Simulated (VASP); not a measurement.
# MgH20Cl2O10 in VASP: a series of runs, part 2 of 2

VASP 6.6.1. Earlier steps stand in the parts before.

### 3 Single point, PBE+D3(BJ)

INCAR reads:

```
SYSTEM = MgH20Cl2O10
ALGO     = Fast           ! electronic algorithm
EDIFF    = 1E-6           ! SCF threshold, eV
ENCUT    = 520            ! plane-wave cutoff, eV
GGA      = PE             ! functional
ISIF     = 2              ! what is computed and relaxed
ISMEAR   = -1             ! smearing method
IVDW     = 12             ! dispersion correction
LASPH    = .True.         ! aspherical terms in the spheres
LCHARG   = .False.        ! write CHGCAR
LREAL    = Auto         
LWAVE    = .False.        ! write WAVECAR
NBANDS   = 70             ! bands
NELM     = 80             ! most SCF steps
PREC     = Accurate       ! precision mode
SIGMA    = 0.02           ! smearing width, eV
```

KPOINTS reads:

```
k-points
0
Gamma
  1 1 1
  0 0 0
```

POSCAR reads:

```
MgH20Cl2O10
1.0
    7.1530900000      0.0000000000      0.0000000000
    0.0000000000      7.1530900000      0.0000000000
    0.0000000000      0.0000000000      7.1530900000
O H Mg Cl
10 20 1 2
Direct
    0.2166196707      0.3166323924      0.3375604110
    0.0735905741      0.9892507993      0.2503114039
    0.7303417125      0.0560457089      0.0912332992
    0.8222180904      0.6258833595      0.4502949075
    0.6133153644      0.3503381056      0.5641757618
    0.4111789450      0.8078187189      0.2549108148
    0.3127040202      0.5204883484      0.7234775461
    0.0637766336      0.7642291653      0.8447258458
    0.9209306747      0.0586320038      0.5967351173
    0.9163312638      0.3739083389      0.7960475822
    0.2907834237      0.3669742727      0.2250915339
    0.1446787332      0.1929935175      0.2994230465
   -0.0310774784      0.9828479720      0.1551776924
    0.1876391881      0.9138428288      0.2229106582
    0.7381005971      0.1951184733      0.0966994683
    0.6421420673      0.0308957388     -0.0131271940
    0.7975294593      0.6046477816      0.3056581142
    0.9336943894      0.5695580511      0.4985397919
    0.6651111617      0.4566837549      0.4885301317
    0.7221354687      0.3208263841      0.6379480756
    0.4912702063      0.9125846313      0.2154872929
    0.4364267750      0.7020043086      0.1768606295
    0.4218177040      0.5804484496      0.7851012639
    0.1879747074      0.5867534171      0.7718063103
    0.1801179630      0.8262583024      0.8840654878
   -0.0022647555      0.8487660577      0.7662283013
    0.7947055049      0.0125540151      0.6020475067
    0.9614306544      0.0181320241      0.4743544398
    0.9292906981      0.2474175496      0.8392037567
    0.8289284771      0.4305132467      0.8875465009
    0.3419780822      0.2918598815      0.5920238666
    0.4178753518      0.0244509715      0.7992210359
    0.6244014824      0.4719918245      0.0881577053
```

Potentials or basis: VASP PAW PBE potentials, release 64 (O, H, Mg, Cl).

On the command line:

```console
> cat potpaw_PBE.64/O/POTCAR potpaw_PBE.64/H/POTCAR potpaw_PBE.64/Mg/POTCAR potpaw_PBE.64/Cl/POTCAR > POTCAR
> mpirun -np 1 vasp_gam > vasp.out
```

OUTCAR:

```text
SYSTEM = MgH20Cl2O10
   EDIFF = 1E-6
   ENCUT = 520
   GGA = PE
   ISIF = 2
   ISMEAR = -1
   IVDW = 12
   LASPH = .True.
   LREAL = Auto
   NELM = 80
   PREC = Accurate
 IVDW          = 12

 ion  position               nearest neighbor table
   1  0.217  0.317  0.338-  11 1.03  12 1.06  31 2.04
   2  0.074  0.989  0.250-  14 1.00  13 1.01
   3  0.730  0.056  0.091-  16 0.99  15 1.00
   4  0.822  0.626  0.450-  18 0.96  17 1.06
   5  0.613  0.350  0.564-  20 0.96  19 1.00  31 2.00
   6  0.411  0.808  0.255-  22 0.96  21 0.98
   7  0.313  0.520  0.723-  23 0.99  24 1.07  31 1.90
   8  0.064  0.764  0.845-  26 0.95  25 0.98
   9  0.921  0.059  0.597-  27 0.96  28 0.97
  10  0.916  0.374  0.796-  29 0.96  30 0.99
  11  0.291  0.367  0.225-   1 1.03
  12  0.145  0.193  0.299-   1 1.06
  13  0.969  0.983  0.155-   2 1.01
  14  0.188  0.914  0.223-   2 1.00
  15  0.738  0.195  0.097-   3 1.00
  16  0.642  0.031  0.987-   3 0.99
[... 12 lines left out ...]
  29  0.929  0.247  0.839-  10 0.96
  30  0.829  0.431  0.888-  10 0.99
  31  0.342  0.292  0.592-   7 1.90   5 2.00   1 2.04  32 2.48
  32  0.418  0.024  0.799-  31 2.48
  33  0.624  0.472  0.088-

  LATTYP: Found a simple cubic cell.
 ALAT       =     7.1530900000

  Lattice vectors:

 A1 = (   7.1530900000,   0.0000000000,   0.0000000000)
 A2 = (   0.0000000000,   7.1530900000,   0.0000000000)
 A3 = (   0.0000000000,   0.0000000000,   7.1530900000)

Analysis of symmetry for initial positions (statically):
=====================================================================
 Subroutine PRICEL returns:
 Original cell was already a primitive cell.

 Routine SETGRP: Setting up the symmetry group for a
 simple cubic supercell.

 Subroutine GETGRP returns: Found  1 space group operations
 (whereof  1 operations were pure point group operations)
 out of a pool of 48 trial point group operations.

The static configuration has the point symmetry C_1 .

Analysis of symmetry for dynamics (positions and initial velocities):
=====================================================================
 Subroutine PRICEL returns:
 Original cell was already a primitive cell.

 Routine SETGRP: Setting up the symmetry group for a
 simple cubic supercell.

 Subroutine GETGRP returns: Found  1 space group operations
 (whereof  1 operations were pure point group operations)
 out of a pool of 48 trial point group operations.

The dynamic configuration has the point symmetry C_1 .

 Subroutine INISYM returns: Found  1 space group operations
 (whereof  1 operations are pure point group operations),
 and found     1 'primitive' translations

----------------------------------------------------------------------------------------

                                     Primitive cell

  volume of cell :     366.0000

  direct lattice vectors                    reciprocal lattice vectors
     7.153090000  0.000000000  0.000000000     0.139799723  0.000000000  0.000000000
     0.000000000  7.153090000  0.000000000     0.000000000  0.139799723  0.000000000
     0.000000000  0.000000000  7.153090000     0.000000000  0.000000000  0.139799723

  length of vectors
     7.153090000  7.153090000  7.153090000     0.139799723  0.139799723  0.139799723

  position of ions in fractional coordinates (direct lattice)
     0.216619671  0.316632392  0.337560411
[... 97 lines left out ...]
  0.000000  0.000000  0.000000      1.000000
   k-points           NKPTS =      1   k-points in BZ     NKDIM =      1   number of bands    NBANDS=     70
   number of dos      NEDOS =    301   number of ions     NIONS =     33
   total plane-waves  NPLWV = 157464
   dimension x,y,z NGX =    54 NGY =   54 NGZ =   54
   dimension x,y,z NGXF=   108 NGYF=  108 NGZF=  108
   ions per type =              10  20   1   2
   NGX,Y,Z   is equivalent  to a cutoff of  12.55, 12.55, 12.55 a.u.
   NGXF,Y,Z  is equivalent  to a cutoff of  25.10, 25.10, 25.10 a.u.
 SYSTEM =  MgH20Cl2O10
   PREC   = accura    normal or accurate (medium, high low for compatibility)
   ISTART =      0    job   : 0-new  1-cont  2-samecut
   ICHARG =      2    charge: 1-file 2-atom 10-const
   ISPIN  =      1    spin polarized calculation?
   LNONCOLLINEAR =      F non collinear calculations
   LSORBIT =      F    spin-orbit coupling
   LASPH  =      T    aspherical Exc in radial PAW
   ENCUT  =  520.0 eV  38.22 Ry    6.18 a.u.  13.30 13.30 13.30*2*pi/ulx,y,z
   NELM   =     80;   NELMIN=  2; NELMDL= -5     # of ELM steps
   EDIFF  = 0.1E-05   stopping-criterion for ELM
   LREAL  =      T    real-space projection
   EDIFFG = 0.1E-04   stopping-criterion for IOM
   NSW    =      0    number of steps for IOM
   IBRION =     -1    ionic relax: 0-MD 1-quasi-New 2-CG
   NFREE  =      0    steps in history (QN), initial steepest desc. (CG)
   ISIF   =      2    stress and relaxation
   ISYM   =      2    0-nonsym 1-usesym 2-fastsym
   POTIM  = 0.5000    time-step for ionic-motion
   TEBEG  =    0.0;   TEEND  =   0.0 temperature during run
   PSTRESS=    0.0 pullay stress
   NELECT =      96.0000    total number of electrons
   NUPDOWN=      -1.0000    fix difference up-down
   EMIN   =  10.00;   EMAX   =-10.00  energy-range for DOS
   EFERMI =   0.00;   METHOD = LEGACY
   ISMEAR =    -1;   SIGMA  =   0.02  broadening in eV -4-tet -1-fermi 0-gaus
   EFERMI_NEDOS =   21; number of points for ismear=-14 and -15
   IALGO  =     68    algorithm
   IMIX   =      4    mixing-type and parameters
     AMIX     =   0.40;   BMIX     =  1.00
     AMIX_MAG =   1.60;   BMIX_MAG =  1.00
  volume/ion in A,a.u.               =      11.09        74.85
  Fermi-wavevector in a.u.,A,eV,Ry     =   1.047944  1.980328 14.941746  1.098187
  Thomas-Fermi vector in A             =   2.182846
   LORBIT       =      0    0 simple, 1 ext, 2 COOP (PROOUT), +10 PAW based schemes
   GGA     = PE    functional components
   LHFCALC =     F    Hartree Fock is set to
   AEXX    =    0.0000 exact exchange contribution
   IVDW    =    12    specifies the selected vdW correction
   LEPSILON=     F    determine dielectric tensor
   LRPA    =     F    only Hartree local field effects (RPA)
 non-spin polarized calculation
 RMM-DIIS sequential band-by-band and
  energy-cutoff  :      520.00
  volume of cell :      366.00
 maximum number of plane-waves:      4898
 NGX is ok and might be reduce to    54
   NGX = 27   NGY = 27   NGZ = 27

 number of electron      96.0000005 magnetization

 Free energy of the ion-electron system (eV)
  ---------------------------------------------------
  ext. energy  EPLUGINS =         0.00000000
  ---------------------------------------------------
  free energy    TOTEN  =      -156.24778779 eV

  energy without entropy =     -156.24778779  energy(sigma->0) =     -156.24778779

 E-fermi :  -2.1797     XC(G=0):  -7.1530

 val. band max:       -2.7159101999   @ k =   0.0000   0.0000   0.0000
 cond. band min:       1.6205059365   @ k =   0.0000   0.0000   0.0000
 fundamental gap:      4.3364161364
 Fermi energy:        -2.1797409489

 k-point     1 :       0.0000    0.0000    0.0000
  band No.  band energies     occupation
      1     -22.0052      2.00000
      2     -21.8359      2.00000
      3     -21.7024      2.00000
      4     -21.6018      2.00000
      5     -21.4677      2.00000
      6     -21.2922      2.00000
[... 52 lines left out ...]
     59       6.4284      0.00000
     60       6.6020      0.00000
 [bands above 60 left out]

------------------------ aborting loop because EDIFF is reached ----------------------------------------

 Edisp (eV)   -1.56953

 E8    (eV) :    -0.3870

  FORCE on cell =-STRESS in cart. coord.  units (eV):
  Direction    XX          YY          ZZ          XY          YZ          ZX
  --------------------------------------------------------------------------------------
  -------------------------------------------------------------------------------------
  Total      -4.25839     1.79321    -2.73802    -2.34743     1.85886    -1.51280
  in kB     -18.64123     7.84985   -11.98577   -10.27596     8.13720    -6.62233
  external pressure =       -7.59 kB  Pullay stress =        0.00 kB

 VOLUME and BASIS-vectors are now :
 -----------------------------------------------------------------------------
  energy-cutoff  :      520.00
  volume of cell :      366.00
      direct lattice vectors                 reciprocal lattice vectors
     7.153090000  0.000000000  0.000000000     0.139799723  0.000000000  0.000000000
     0.000000000  7.153090000  0.000000000     0.000000000  0.139799723  0.000000000
     0.000000000  0.000000000  7.153090000     0.000000000  0.000000000  0.139799723

 POSITION                                       TOTAL-FORCE (eV/Angst)
 -----------------------------------------------------------------------------------
      1.54950      2.26490      2.41460         0.507918     -0.285745     -0.973501
      0.52640      7.07620      1.79050        -0.615178      0.642811     -0.280784
      5.22420      0.40090      0.65260         0.390911      0.172249     -0.048819
      5.88140      4.47700      3.22100        -1.636210      0.566787     -2.328225
      4.38710      2.50600      4.03560        -0.992436      0.088838     -1.159592
      2.94120      5.77840      1.82340        -0.910441      1.562300      0.729062
[... 25 lines left out ...]
      2.98910      0.17490      5.71690        -0.279046      0.306241     -0.414842
      4.46640      3.37620      0.63060        -0.294346      0.278465      0.039828
 -----------------------------------------------------------------------------------
    total drift:                               -0.007677      0.004105      0.001131

  FREE ENERGIE OF THE ION-ELECTRON SYSTEM (eV)
  ---------------------------------------------------
  free  energy   TOTEN  =      -157.8173205122 eV

  energy  without entropy=     -157.8173205122  energy(sigma->0) =     -157.81732051
```

It took 99 s on 1 thread of AMD EPYC, shared host; peak memory 0.34 GiB.

Results:

```yaml
Free_energy: -157.8173 eV
Pressure: -0.8 GPa
Largest_force: 2.902 eV/Å
Band_gap_on_the_k_mesh: 4.34 eV, direct
Dispersion_energy_per_atom: -0.048 eV
```

Forces on the atoms (eV/Å):
```
O    0.508 -0.286 -0.974
O   -0.615  0.643 -0.281
O    0.391  0.172 -0.049
O   -1.636  0.567 -2.328
O   -0.992  0.089 -1.160
O   -0.910  1.562  0.729
O   -1.379  1.386  1.210
O    0.935 -1.540  1.473
O    0.179 -0.091  0.802
O   -0.084  0.598 -0.081
H   -0.872 -0.909  1.529
H    0.646  0.684 -0.342
H    0.677 -0.164  0.545
H   -0.147 -0.268 -0.010
H   -0.525 -0.486  0.111
H    0.230  0.214  0.074
H    0.906  0.069  2.303
H    0.738 -0.483 -0.383
H   -0.067  0.096  0.243
H    0.816 -0.367  0.865
H    0.206 -0.544 -0.042
H    0.727 -0.745 -0.681
H   -0.684 -0.442 -0.352
H    1.451 -0.354 -0.597
H   -0.325  0.474 -0.364
H   -0.461  1.182 -1.135
H   -0.732 -0.142  0.069
H    0.512 -0.456 -0.912
H    0.173 -0.704  0.006
H    0.159  0.221  0.087
Mg   0.751 -0.562  0.017
Cl  -0.279  0.306 -0.415
Cl  -0.294  0.278  0.040
```
